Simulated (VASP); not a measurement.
# Ga2SnSe (P-3m1) in VASP: relaxation of cell and atoms with PBE

Aim: the relaxation of cell and atoms of Ga2SnSe with PBE.

All numbers are computed with VASP 6.6.1; they aren't measurements. Logs are shortened: lines on timing, memory, paths and dates and some standing lists are left out, and cuts for length are marked.

### Step 1. The structure

It takes space group P-3m1 (No. 164, trigonal). Conventional cell: a = 3.883 Å, b = 3.883 Å, c = 15.686 Å, α = 90.00°, β = 90.00°, γ = 120.00°. Ga (site symmetry 3m) has 1 Ga at 2.51 Å and 3 Se at 2.54 Å as nearest neighbours. Around Ga (site symmetry 3m) lie 3 Ga at 2.73 Å and 3 Sn at 2.88 Å. Around Sn (site symmetry 3m) lie 3 Ga at 2.88 Å. Se (site symmetry 3m) is surrounded by 3 Ga at 2.54 Å.

The cell was built by a generator and needn't be a form met in nature.

### Step 2. Relaxation of cell and atoms, PBE

Contents of INCAR:

```
SYSTEM = Ga2SnSe
  ALGO = Normal
  EDIFF = 1E-6
  EDIFFG = -0.01
  ENCUT = 520
  GGA = PE
  IBRION = 2
  ISIF = 3
  ISMEAR = 0
  KPAR = 4
  LASPH = .TRUE.
  LCHARG = .FALSE.
  LREAL = .FALSE.
  LWAVE = .FALSE.
  NELM = 120
  NSW = 90
  PREC = Accurate
  SIGMA = 0.1
```

Contents of KPOINTS:

```
k-points
0
G
  10 10 2
  0 0 0
```

Contents of POSCAR:

```
Ga2SnSe
1.0
    3.8832217200      0.0000000000      0.0000000000
   -1.9416108600      3.3629686600      0.0000000000
    0.0000000000      0.0000000000     15.6860000000
Ga Sn Se
4 2 2
Direct
    0.0000000000      0.0000000000      0.0799439000
    0.0000000000      0.0000000000      0.9200561000
    0.3333333300      0.6666666700      0.4501466300
    0.6666666700      0.3333333300      0.5498533700
    0.3333333300      0.6666666700      0.6650516400
    0.6666666700      0.3333333300      0.3349483600
    0.3333333300      0.6666666700      0.1556164700
    0.6666666700      0.3333333300      0.8443835300
```

Potentials or basis: VASP PAW PBE potentials, release 64 (Ga_d, Sn_d, Se).

Command:

```sh
$ cat potpaw_PBE.64/Ga_d/POTCAR potpaw_PBE.64/Sn_d/POTCAR potpaw_PBE.64/Se/POTCAR > POTCAR
$ mpirun -np 4 vasp_std > vasp.out
```

OUTCAR:

```text
SYSTEM = Ga2SnSe
   EDIFF = 1E-6
   EDIFFG = -0.01
   ENCUT = 520
   GGA = PE
   IBRION = 2
   ISIF = 3
   ISMEAR = 0
   LASPH = .TRUE.
   LREAL = .FALSE.
   NELM = 120
   NSW = 90
   PREC = Accurate

 ion  position               nearest neighbor table
   1  0.000  0.000  0.080-   2 2.51   7 2.54   7 2.54   7 2.54
   2  0.000  0.000  0.920-   1 2.51   8 2.54   8 2.54   8 2.54
   3  0.333  0.667  0.450-   4 2.73   4 2.73   4 2.73   6 2.88   6 2.88   6 2.88
   4  0.667  0.333  0.550-   3 2.73   3 2.73   3 2.73   5 2.88   5 2.88   5 2.88
   5  0.333  0.667  0.665-   4 2.88   4 2.88   4 2.88
   6  0.667  0.333  0.335-   3 2.88   3 2.88   3 2.88
   7  0.333  0.667  0.156-   1 2.54   1 2.54   1 2.54
   8  0.667  0.333  0.844-   2 2.54   2 2.54   2 2.54

  LATTYP: Found a hexagonal cell.
 ALAT       =     3.8832217200
 C/A-ratio  =     4.0394294045

  Lattice vectors:

 A1 = (   3.8832217200,   0.0000000000,   0.0000000000)
 A2 = (  -1.9416108600,   3.3629686600,   0.0000000000)
 A3 = (   0.0000000000,   0.0000000000,  15.6860000000)

Analysis of symmetry for initial positions (statically):
=====================================================================
 Subroutine PRICEL returns:
 Original cell was already a primitive cell.

 Routine SETGRP: Setting up the symmetry group for a
 hexagonal supercell.

 Subroutine GETGRP returns: Found 12 space group operations
 (whereof 12 operations were pure point group operations)
 out of a pool of 24 trial point group operations.

The static configuration has the point symmetry D_3d.

Analysis of symmetry for dynamics (positions and initial velocities):
=====================================================================
 Subroutine PRICEL returns:
 Original cell was already a primitive cell.

 Routine SETGRP: Setting up the symmetry group for a
 hexagonal supercell.

 Subroutine GETGRP returns: Found 12 space group operations
 (whereof 12 operations were pure point group operations)
 out of a pool of 24 trial point group operations.

The dynamic configuration has the point symmetry D_3d.

 Subroutine INISYM returns: Found 12 space group operations
 (whereof 12 operations are pure point group operations),
 and found     1 'primitive' translations

----------------------------------------------------------------------------------------

                                     Primitive cell

  volume of cell :     204.8459

  direct lattice vectors                    reciprocal lattice vectors
     3.883221720  0.000000000  0.000000000     0.257518131  0.148678162  0.000000000
    -1.941610860  3.362968660  0.000000000     0.000000000  0.297356324  0.000000000
     0.000000000  0.000000000 15.686000000     0.000000000  0.000000000  0.063751116

  length of vectors
     3.883221720  3.883221722 15.686000000     0.297356325  0.297356324  0.063751116

  position of ions in fractional coordinates (direct lattice)
     0.000000000  0.000000000  0.079943900
     0.000000000  0.000000000  0.920056100
     0.333333330  0.666666670  0.450146630
     0.666666670  0.333333330  0.549853370
     0.333333330  0.666666670  0.665051640
     0.666666670  0.333333330  0.334948360
     0.333333330  0.666666670  0.155616470
     0.666666670  0.333333330  0.844383530

  ion indices of the primitive-cell ions
   primitive index   ion index
                 1           1
                 2           2
                 3           3
                 4           4
                 5           5
                 6           6
                 7           7
                 8           8

----------------------------------------------------------------------------------------

 KPOINTS: k-points

Automatic generation of k-mesh.
 Grid dimensions read from file:
 generate k-points for:   10   10    2

 Generating k-lattice:

  Cartesian coordinates                     Fractional coordinates (reciprocal lattice)
     0.025751813  0.014867816  0.000000000     0.100000000 -0.000000000  0.000000000
     0.000000000  0.029735632  0.000000000     0.000000000  0.100000000  0.000000000
     0.000000000  0.000000000  0.031875558     0.000000000  0.000000000  0.500000000

  Length of vectors
     0.029735632  0.029735632  0.031875558

  Shift w.r.t. Gamma in fractional coordinates (k-lattice)
     0.000000000  0.000000000  0.000000000

 Subroutine IBZKPT returns following result:
 ===========================================

 Found     28 irreducible k-points:

 Following reciprocal coordinates:
            Coordinates               Weight
  0.000000  0.000000  0.000000      1.000000
  0.100000  0.000000  0.000000      6.000000
  0.200000  0.000000  0.000000      6.000000
  0.300000  0.000000  0.000000      6.000000
  0.400000  0.000000  0.000000      6.000000
  0.500000  0.000000  0.000000      3.000000
[... 16 lines left out ...]
  0.300000  0.100000  0.500000     12.000000
  0.400000  0.100000  0.500000     12.000000
 [... further k-points ...]
   k-points           NKPTS =     28   k-points in BZ     NKDIM =     28   number of bands    NBANDS=     55
   number of dos      NEDOS =    301   number of ions     NIONS =      8
   total plane-waves  NPLWV = 108000
   dimension x,y,z NGX =    30 NGY =   30 NGZ =  120
   dimension x,y,z NGXF=    60 NGYF=   60 NGZF=  240
   ions per type =               4   2   2
   NGX,Y,Z   is equivalent  to a cutoff of  12.84, 12.84, 12.72 a.u.
   NGXF,Y,Z  is equivalent  to a cutoff of  25.69, 25.69, 25.44 a.u.
 SYSTEM =  Ga2SnSe
   PREC   = accura    normal or accurate (medium, high low for compatibility)
   ISTART =      0    job   : 0-new  1-cont  2-samecut
   ICHARG =      2    charge: 1-file 2-atom 10-const
   ISPIN  =      1    spin polarized calculation?
   LNONCOLLINEAR =      F non collinear calculations
   LSORBIT =      F    spin-orbit coupling
   LASPH  =      T    aspherical Exc in radial PAW
   ENCUT  =  520.0 eV  38.22 Ry    6.18 a.u.   7.22  7.22 29.17*2*pi/ulx,y,z
   NELM   =    120;   NELMIN=  2; NELMDL= -5     # of ELM steps
   EDIFF  = 0.1E-05   stopping-criterion for ELM
   LREAL  =      F    real-space projection
   EDIFFG = -.1E-01   stopping-criterion for IOM
   NSW    =     90    number of steps for IOM
   IBRION =      2    ionic relax: 0-MD 1-quasi-New 2-CG
   NFREE  =      1    steps in history (QN), initial steepest desc. (CG)
   ISIF   =      3    stress and relaxation
   ISYM   =      2    0-nonsym 1-usesym 2-fastsym
   POTIM  = 0.5000    time-step for ionic-motion
   TEBEG  =    0.0;   TEEND  =   0.0 temperature during run
   PSTRESS=    0.0 pullay stress
   NELECT =      92.0000    total number of electrons
   NUPDOWN=      -1.0000    fix difference up-down
   EMIN   =  10.00;   EMAX   =-10.00  energy-range for DOS
   EFERMI =   0.00;   METHOD = LEGACY
   ISMEAR =     0;   SIGMA  =   0.10  broadening in eV -4-tet -1-fermi 0-gaus
   EFERMI_NEDOS =   21; number of points for ismear=-14 and -15
   IALGO  =     38    algorithm
   IMIX   =      4    mixing-type and parameters
     AMIX     =   0.40;   BMIX     =  1.00
     AMIX_MAG =   1.60;   BMIX_MAG =  1.00
  volume/ion in A,a.u.               =      25.61       172.80
  Fermi-wavevector in a.u.,A,eV,Ry     =   1.253704  2.369157 21.385282  1.571774
  Thomas-Fermi vector in A             =   2.387544
   LORBIT       =      0    0 simple, 1 ext, 2 COOP (PROOUT), +10 PAW based schemes
   GGA     = PE    functional components
   LHFCALC =     F    Hartree Fock is set to
   AEXX    =    0.0000 exact exchange contribution
   IVDW    =     0    specifies the selected vdW correction
   LEPSILON=     F    determine dielectric tensor
   LRPA    =     F    only Hartree local field effects (RPA)
 conjugate gradient relaxation of ions
 non-spin polarized calculation
 Gauss-broadening in eV      SIGMA  =   0.10
  energy-cutoff  :      520.00
  volume of cell :      204.85
 maximum number of plane-waves:      5538
 NGX is ok and might be reduce to    30
   NGX = 15   NGY = 15   NGZ = 59

--------------------------------------- Ionic step        1  -------------------------------------------

 number of electron      92.0000027 magnetization

 Free energy of the ion-electron system (eV)
  ---------------------------------------------------
  ext. energy  EPLUGINS =         0.00000000
  ---------------------------------------------------
  free energy    TOTEN  =       -27.73790458 eV

  energy without entropy =      -27.72408389  energy(sigma->0) =      -27.73099423

------------------------ aborting loop because EDIFF is reached ----------------------------------------

  FORCE on cell =-STRESS in cart. coord.  units (eV):
  Direction    XX          YY          ZZ          XY          YZ          ZX
  --------------------------------------------------------------------------------------
  -------------------------------------------------------------------------------------
  Total       -0.0145478     -0.0145478     -2.3730451     -0.0000000      0.0000000      0.0000000
  in kB       -0.1137836     -0.1137836    -18.5604869     -0.0000000      0.0000000      0.0000000
  external PRESSURE =      -6.2626847 kB  Pullay stress =       0.0000000 kB
[... 107 lines left out ...]
  FREE ENERGIE OF THE ION-ELECTRON SYSTEM (eV)
  ---------------------------------------------------
  free  energy   TOTEN  =       -27.8293812291 eV

  energy  without entropy=      -27.8170316169  energy(sigma->0) =      -27.82320642

 E-fermi :   5.1772     XC(G=0):  -9.6591

 val. band max:        5.1483823871   @ k =   0.2000   0.0000   0.0000
 cond. band min:       5.2267973990   @ k =   0.1000   0.0000   0.5000
 fundamental gap:      0.0784150119
 Fermi energy:         5.1771915548

 k-point     1 :       0.0000    0.0000    0.0000
  band No.  band energies     occupation
      1     -16.3544      2.00000
      2     -16.3544      2.00000
      3     -16.3542      2.00000
      4     -16.3542      2.00000
      5     -16.3474      2.00000
      6     -16.3471      2.00000
[... 1381 lines left out ...]
     54       8.1888      0.00000
     55       8.6433      0.00000

 [... further k-points ...]

[... ionic steps 4 to 24 ...]

--------------------------------------- Ionic step       25  -------------------------------------------

 number of electron      92.0000045 magnetization

------------------------ aborting loop because EDIFF is reached ----------------------------------------

  FORCE on cell =-STRESS in cart. coord.  units (eV):
  Direction    XX          YY          ZZ          XY          YZ          ZX
  --------------------------------------------------------------------------------------
  -------------------------------------------------------------------------------------
  Total        0.0599717      0.0599717     -0.0666896      0.0000000      0.0000000     -0.0000000
  in kB        0.4362367      0.4362367     -0.4851035      0.0000000      0.0000000     -0.0000000
  external PRESSURE =       0.1291233 kB  Pullay stress =       0.0000000 kB
[... 69 lines left out ...]
  energy  without entropy=      -28.0045263219  energy(sigma->0) =      -28.00954599

--------------------------------------- Ionic step       27  -------------------------------------------

 number of electron      92.0000041 magnetization

 Free energy of the ion-electron system (eV)
  ---------------------------------------------------
  ext. energy  EPLUGINS =         0.00000000
  ---------------------------------------------------
  free energy    TOTEN  =       -28.01460516 eV

  energy without entropy =      -28.00456392  energy(sigma->0) =      -28.00958454

 E-fermi :   4.2550     XC(G=0):  -9.0961

 val. band max:        4.2349732648   @ k =   0.2000   0.0000   0.5000
 cond. band min:       4.2587299652   @ k =   0.2000   0.0000   0.0000
 fundamental gap:      0.0237567004
 Fermi energy:         4.2550461116

 k-point     1 :       0.0000    0.0000    0.0000
  band No.  band energies     occupation
      1     -17.1730      2.00000
      2     -17.1730      2.00000
      3     -17.1728      2.00000
      4     -17.1728      2.00000
      5     -17.1488      2.00000
      6     -17.1486      2.00000
[... 1418 lines left out ...]
  FREE ENERGIE OF THE ION-ELECTRON SYSTEM (eV)
  ---------------------------------------------------
  free  energy   TOTEN  =       -28.0146051554 eV

  energy  without entropy=      -28.0045639215  energy(sigma->0) =      -28.00958454

 reached required accuracy - stopping structural energy minimisation
```

Run time: 21 min. Hardware: 4 MPI ranks of Intel Xeon Platinum 8488C (Sapphire Rapids), shared host; peak memory 0.52 GiB.

Results:

- Free energy: -28.0146 eV
- Relaxed volume: 27.56 Å³/atom
- Relaxed cell: a = 3.944 Å, b = 3.944 Å, c = 16.368 Å, α = 90.00°, β = 90.00°, γ = 120.00°
- Space group after relaxing (to 0.05 Å): P-3m1 (No. 164)
- Energy gained by relaxing: 34.6 meV/atom
- Ionic steps: 27
- Pressure after relaxing: 0.0 GPa
- Largest force after relaxing: 0.008 eV/Å
- Band gap on the k mesh: none (metal or under the smearing width)

Forces in eV/Å, atoms in the order of the input:
```
Ga   0.000  0.000  0.008
Ga   0.000  0.000 -0.008
Ga   0.000  0.000  0.004
Ga   0.000  0.000 -0.004
Sn   0.000  0.000 -0.002
Sn   0.000  0.000  0.002
Se   0.000  0.000 -0.005
Se   0.000  0.000  0.005
```

The path:
| step | energy change (eV) | largest force (eV/Å) | pressure (GPa) | volume (Å³) |
| --- | --- | --- | --- | --- |
| 1 | 0.0000 | 0.4826 | -0.63 | 204.85 |
| 2 | -0.0585 | 0.4064 | 0.21 | 201.88 |
| 3 | -0.0915 | 0.3667 | 1.39 | 198.13 |
| 4 | -0.1366 | 0.3188 | 1.09 | 200.24 |
| 5 | -0.1719 | 0.2765 | 0.69 | 203.24 |
| 6 | -0.1497 | 0.3724 | 0.06 | 209.25 |
| 7 | -0.1783 | 0.3086 | 0.45 | 205.14 |
| 8 | -0.2016 | 0.1966 | 0.02 | 207.70 |
| 9 | -0.2053 | 0.2321 | -0.20 | 209.25 |
| 10 | -0.2168 | 0.2111 | -0.13 | 209.20 |
| 11 | -0.2370 | 0.1349 | 0.16 | 209.00 |
| 12 | -0.2074 | 0.2838 | 0.97 | 208.45 |
| 13 | -0.2394 | 0.1283 | 0.32 | 208.91 |
| 14 | -0.2479 | 0.2161 | -0.07 | 211.68 |
| 15 | -0.2490 | 0.2679 | -0.30 | 213.33 |
| 16 | -0.2542 | 0.2378 | -0.29 | 213.99 |
| 17 | -0.2654 | 0.1499 | -0.16 | 215.97 |
| 18 | -0.2682 | 0.1408 | 0.15 | 219.95 |
| 19 | -0.2702 | 0.0915 | 0.01 | 218.40 |
| 20 | -0.2726 | 0.0773 | 0.01 | 218.82 |
| 21 | -0.2747 | 0.0939 | 0.02 | 219.46 |
| 22 | -0.2731 | 0.1556 | 0.05 | 220.72 |
| 23 | -0.2751 | 0.1121 | 0.00 | 219.83 |
| 24 | -0.2764 | 0.0425 | 0.00 | 220.31 |
| 25 | -0.2764 | 0.0259 | 0.01 | 220.26 |
| 26 | -0.2767 | 0.0130 | 0.02 | 220.42 |
| 27 | -0.2767 | 0.0084 | 0.02 | 220.49 |

Final structure:
```xyz
8
Lattice="3.9439 0.0000 0.0000 -1.9720 3.4156 0.0000 0.0000 0.0000 16.3683" Properties=species:S:1:pos:R:3 pbc="T T T"
Ga    0.0000    0.0000    1.2338
Ga    0.0000    0.0000   15.1345
Ga    0.0000    2.2770    7.5485
Ga    1.9720    1.1385    8.8197
Sn    0.0000    2.2770   10.5134
Sn    1.9720    1.1385    5.8549
Se    0.0000    2.2770    2.3484
Se    1.9720    1.1385   14.0199
```

Levels at points of the mesh, in eV from the Fermi level:
| k point | band 44 | band 45 | band 46 | band 47 | band 48 | band 49 |
| --- | --- | --- | --- | --- | --- | --- |
| (0.00, 0.00, 0.00) | -0.14 | 0.79 | 1.08 | 1.08 | 1.83 | 2.13 |
| (0.50, 0.00, 0.00) | -2.52 | -1.63 | -0.98 | 0.30 | 0.59 | 1.01 |
| (0.00, 0.00, 0.50) | -0.53 | 0.81 | 1.08 | 1.08 | 1.86 | 2.13 |
| (0.50, 0.00, 0.50) | -2.17 | -1.72 | -0.98 | 0.06 | 0.89 | 1.24 |

Caveat: this functional lacks dispersion, which binds the layers, so the pressure and a relaxed spacing across them are unreliable.
